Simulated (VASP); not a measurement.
Output of a VASP run:

OUTCAR:
```
 ion  position               nearest neighbor table
   1  0.667  0.333  0.750-   4 2.41   5 2.41   4 2.41   5 2.41   4 2.41   5 2.41
   2  0.333  0.667  0.250-   3 2.41   6 2.41   3 2.41   6 2.41   3 2.41   6 2.41
   3  0.667  0.333  0.365-   2 2.41   2 2.41   2 2.41
   4  0.333  0.667  0.865-   1 2.41   1 2.41   1 2.41
   5  0.333  0.667  0.635-   1 2.41   1 2.41   1 2.41
   6  0.667  0.333  0.135-   2 2.41   2 2.41   2 2.41
  LATTYP: Found a hexagonal cell.
 ALAT       =     3.1845220956
 C/A-ratio  =     4.2820838721
 Subroutine PRICEL returns:
 Original cell was already a primitive cell.
 Subroutine GETGRP returns: Found 24 space group operations
The static configuration has the point symmetry D_3d.
 The point group associated with its full space group is D_6h.
The dynamic configuration has the point symmetry D_3d.
 Subroutine INISYM returns: Found 24 space group operations
 Subroutine IBZKPT returns following result:
 Found     24 irreducible k-points:

 Following reciprocal coordinates:
            Coordinates               Weight
  0.000000  0.000000  0.000000      1.000000
  0.111111 -0.000000  0.000000      6.000000
  0.222222 -0.000000  0.000000      6.000000
  0.333333  0.000000  0.000000      6.000000
  0.444444 -0.000000  0.000000      6.000000
  0.111111  0.111111  0.000000      6.000000
  0.222222  0.111111  0.000000     12.000000
  0.333333  0.111111  0.000000     12.000000
  0.444444  0.111111  0.000000      6.000000
  0.222222  0.222222  0.000000      6.000000
  0.333333  0.222222  0.000000     12.000000
  0.333333  0.333333  0.000000      2.000000
  0.000000  0.000000  0.500000      1.000000
  0.111111 -0.000000  0.500000      6.000000
  0.222222 -0.000000  0.500000      6.000000
  0.333333  0.000000  0.500000      6.000000
  0.444444 -0.000000  0.500000      6.000000
  0.111111  0.111111  0.500000      6.000000
  0.222222  0.111111  0.500000     12.000000
  0.333333  0.111111  0.500000     12.000000
  0.444444  0.111111  0.500000      6.000000
  0.222222  0.222222  0.500000      6.000000
  0.333333  0.222222  0.500000     12.000000
  0.333333  0.333333  0.500000      2.000000
   k-points           NKPTS =     24   k-points in BZ     NKDIM =     24   number of bands    NBANDS=     31
   number of dos      NEDOS =    301   number of ions     NIONS =      6
   total plane-waves  NPLWV =  56448
   dimension x,y,z NGX =    24 NGY =   24 NGZ =   98
   dimension x,y,z NGXF=    48 NGYF=   48 NGZF=  196
   ions per type =               2   4
   PREC   = accura    normal or accurate (medium, high low for compatibility)
   ISTART =      0    job   : 0-new  1-cont  2-samecut
   ICHARG =      2    charge: 1-file 2-atom 10-const
   ISPIN  =      1    spin polarized calculation?
   LNONCOLLINEAR =      F non collinear calculations
   LSORBIT =      F    spin-orbit coupling
   INIWAV =      1    electr: 0-lowe 1-rand  2-diag
   ENCUT  =  480.0 eV  35.28 Ry    5.94 a.u.   5.69  5.69 24.36*2*pi/ulx,y,z
   NELM   =    100;   NELMIN=  2; NELMDL= -5     # of ELM steps
   EDIFF  = 0.1E-05   stopping-criterion for ELM
   LREAL  =      F    real-space projection
   NLSPLINE    = F    spline interpolate recip. space projectors
   LMAXMIX     =    4 max onsite mixed and CHGCAR
   VOSKOWN=      0    Vosko Wilk Nusair interpolation
   EDIFFG = -.1E-01   stopping-criterion for IOM
   NSW    =     60    number of steps for IOM
   NBLOCK =      1;   KBLOCK =     60    inner block; outer block
   IBRION =      2    ionic relax: 0-MD 1-quasi-New 2-CG
   NFREE  =      1    steps in history (QN), initial steepest desc. (CG)
   ISIF   =      3    stress and relaxation
   ISYM   =      2    0-nonsym 1-usesym 2-fastsym
   TEIN   =    0.0    initial temperature
   TEBEG  =    0.0;   TEEND  =   0.0 temperature during run
   SMASS  =  -3.00    Nose mass-parameter (am)
   PSTRESS=    0.0 pullay stress
   NELECT =      52.0000    total number of electrons
   EFERMI =   0.00;   METHOD = LEGACY
   ISMEAR =     0;   SIGMA  =   0.05  broadening in eV -4-tet -1-fermi 0-gaus
...
```

**OSZICAR**
```
...
  12 F= -.43709532E+02 E0= -.43709532E+02  d E =-.490353E-03
       N       E                     dE             d eps       ncg     rms          rms(c)
DAV:   1    -0.437336454548E+02   -0.24114E-01   -0.89001E-01  1572   0.623E+00    0.133E+00
DAV:   2    -0.437162059054E+02    0.17440E-01   -0.17917E-01  1743   0.261E+00    0.796E-01
DAV:   3    -0.437108620659E+02    0.53438E-02   -0.21439E-02  1735   0.694E-01    0.226E-01
DAV:   4    -0.437100697770E+02    0.79229E-03   -0.42183E-03  1561   0.338E-01    0.178E-01
DAV:   5    -0.437100762064E+02   -0.64294E-05   -0.25432E-04  1979   0.916E-02    0.118E-01
DAV:   6    -0.437100434836E+02    0.32723E-04   -0.17750E-04  1872   0.668E-02    0.221E-02
DAV:   7    -0.437100362576E+02    0.72260E-05   -0.50289E-05  1733   0.370E-02    0.650E-03
DAV:   8    -0.437100368436E+02   -0.58593E-06   -0.11342E-06  1117   0.665E-03
  13 F= -.43710037E+02 E0= -.43710037E+02  d E =-.995571E-03
       N       E                     dE             d eps       ncg     rms          rms(c)
DAV:   1    -0.438038882582E+02   -0.93852E-01   -0.35343E+00  1572   0.124E+01    0.267E+00
DAV:   2    -0.437354122265E+02    0.68476E-01   -0.72379E-01  1743   0.525E+00    0.160E+00
DAV:   3    -0.437135369028E+02    0.21875E-01   -0.87181E-02  1712   0.140E+00    0.460E-01
DAV:   4    -0.437103251764E+02    0.32117E-02   -0.17291E-02  1561   0.672E-01    0.356E-01
DAV:   5    -0.437103719582E+02   -0.46782E-04   -0.10344E-03  1995   0.187E-01    0.239E-01
DAV:   6    -0.437102690405E+02    0.10292E-03   -0.66139E-04  1894   0.130E-01    0.516E-02
DAV:   7    -0.437102511588E+02    0.17882E-04   -0.19333E-04  1733   0.701E-02    0.138E-02
DAV:   8    -0.437102536914E+02   -0.25326E-05   -0.56036E-06  1638   0.128E-02    0.983E-03
DAV:   9    -0.437102546526E+02   -0.96127E-06   -0.36973E-06  1414   0.965E-03
  14 F= -.43710255E+02 E0= -.43710255E+02  d E =-.121338E-02
       N       E                     dE             d eps       ncg     rms          rms(c)
DAV:   1    -0.437196255294E+02   -0.93718E-02   -0.35450E-01  1572   0.392E+00    0.831E-01
DAV:   2    -0.437125600746E+02    0.70655E-02   -0.68433E-02  1743   0.161E+00    0.487E-01
DAV:   3    -0.437105876806E+02    0.19724E-02   -0.79888E-03  1751   0.423E-01    0.139E-01
DAV:   4    -0.437102874269E+02    0.30025E-03   -0.15903E-03  1581   0.213E-01    0.113E-01
DAV:   5    -0.437103017656E+02   -0.14339E-04   -0.99374E-05  2037   0.562E-02    0.709E-02
DAV:   6    -0.437103012631E+02    0.50244E-06   -0.77368E-05  1857   0.426E-02    0.113E-02
DAV:   7    -0.437103021697E+02   -0.90659E-06   -0.20791E-05  1649   0.249E-02    0.366E-03
DAV:   8    -0.437103023864E+02   -0.21670E-06   -0.51760E-07   968   0.460E-03
  15 F= -.43710302E+02 E0= -.43710302E+02  d E =-.126111E-02
       N       E                     dE             d eps       ncg     rms          rms(c)
DAV:   1    -0.437104057850E+02   -0.10362E-03   -0.16732E-02  1495   0.610E-01    0.120E-01
DAV:   2    -0.437103886518E+02    0.17133E-04   -0.10421E-03  1539   0.184E-01    0.653E-02
DAV:   3    -0.437103783133E+02    0.10338E-04   -0.46229E-05  1672   0.423E-02    0.372E-02
DAV:   4    -0.437103753509E+02    0.29625E-05   -0.54225E-05  1573   0.320E-02    0.137E-02
DAV:   5    -0.437103738802E+02    0.14707E-05   -0.58419E-06  1415   0.125E-02    0.593E-03
DAV:   6    -0.437103735904E+02    0.28976E-06   -0.27498E-07   814   0.354E-03
  16 F= -.43710374E+02 E0= -.43710374E+02  d E =-.712040E-04
```

**OUTCAR**
```
------------------------ aborting loop because EDIFF is reached ----------------------------------------
  FORCE on cell =-STRESS in cart. coord.  units (eV):
  Direction    XX          YY          ZZ          XY          YZ          ZX
  --------------------------------------------------------------------------------------
  Total       -0.0135858     -0.0135858     -0.0148851      0.0000000      0.0000000     -0.0000000
  in kB       -0.1747123     -0.1747122     -0.1914216      0.0000000      0.0000000     -0.0000000
  external PRESSURE =      -0.1802820 kB  Pullay stress =       0.0000000 kB
  volume of cell :      124.59
      direct lattice vectors                 reciprocal lattice vectors
     3.184599602  0.000000000  0.000000000     0.314011218  0.181294480  0.000000000
    -1.592299801  2.757943875 -0.000000000    -0.000000000  0.362588960  0.000000000
    -0.000000000 -0.000000000 14.185085965    -0.000000000  0.000000000  0.070496577
 POSITION                                       TOTAL-FORCE (eV/Angst)
 -----------------------------------------------------------------------------------
      1.59230      0.91931     10.63881         0.000000      0.000000      0.000000
     -0.00000      1.83863      3.54627        -0.000000     -0.000000      0.000000
      1.59230      0.91931      5.10833        -0.000000      0.000000     -0.001800
     -0.00000      1.83863     12.20087        -0.000000     -0.000000     -0.001800
     -0.00000      1.83863      9.07676        -0.000000     -0.000000      0.001800
      1.59230      0.91931      1.98421         0.000000      0.000000      0.001800
 -----------------------------------------------------------------------------------
    total drift:                                0.000768     -0.000443      0.001127
  FREE ENERGIE OF THE ION-ELECTRON SYSTEM (eV)
  ---------------------------------------------------
  free  energy   TOTEN  =       -43.7103735904 eV

  energy  without entropy=      -43.7103735904  energy(sigma->0) =      -43.71037359

 reached required accuracy - stopping structural energy minimisation
```
(Selected blocks of OUTCAR.)

**POSCAR**
```
MoS2
1
    3.1845220956     0.0000000000     0.0000000000
   -1.5922610478     2.7578767520    -0.0000000000
   -0.0000000000    -0.0000000000    13.6363907059
Mo S
2 4
Direct
  0.6666670000   0.3333330000   0.7500000000
  0.3333330000   0.6666670000   0.2500000000
  0.6666670000   0.3333330000   0.3645410624
  0.3333330000   0.6666670000   0.8645410624
  0.3333330000   0.6666670000   0.6354589376
  0.6666670000   0.3333330000   0.1354589376
```

### Question
Reconstruct the remaining input files.

### Answer
One answer among several that fit: the input of the run itself, PBE GGA, plane waves, VASP's PBE PAW potentials (set 64).

**INCAR**
```
SYSTEM = MoS2
PREC = Accurate; ENCUT = 480; LREAL = F
LASPH = T
EDIFF = 1E-6; NELM = 100; ALGO = Normal
LMAXMIX = 4
ISMEAR = 0; SIGMA = 0.05
GGA = PE
IBRION = 2; NSW = 60; ISIF = 3
EDIFFG = -0.01
LWAVE = F; LCHARG = F
```

### KPOINTS
```
kpoints
0
G
9 9 2
```

POTCAR, in this order: Mo_sv S (PBE.64 set). Program: vasp_std.

Energy and stress use the plane-wave basis of the starting cell. Without a dispersion term in the relaxation, distances and binding between the weakly bound layers, chains or molecules are unreliable, and so is what depends on them.

The compound is MoS2 in the 2H layered structure. This run relaxes it. Symmetry was kept, so distortions that lower it aren't found. The start is the result of an earlier pass.
